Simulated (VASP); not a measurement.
Shape and ions are relaxed at each volume.

Energy against volume of MnO$_{2}$ (rutile). These are RPBE GGA, VASP's PBE PAW potentials (set 64) (plane waves; VASP 6.6.1) values and carry that method's errors.

```csv
V (Å³/atom),E (eV/atom)
9.096,-7.53458
9.386,-7.55415
9.677,-7.56053
9.967,-7.55588
10.257,-7.54203
```

Task: Fit a third-order Birch-Murnaghan equation of state.

Result: 
| Quantity | Value |
|---|---|
| volume per atom | 9.69 Å^3/atom |
| bulk modulus | 201 GPa |
| pressure derivative of the bulk modulus | 5.03 |

The compound is MnO2 in the rutile structure. It was relaxed first.
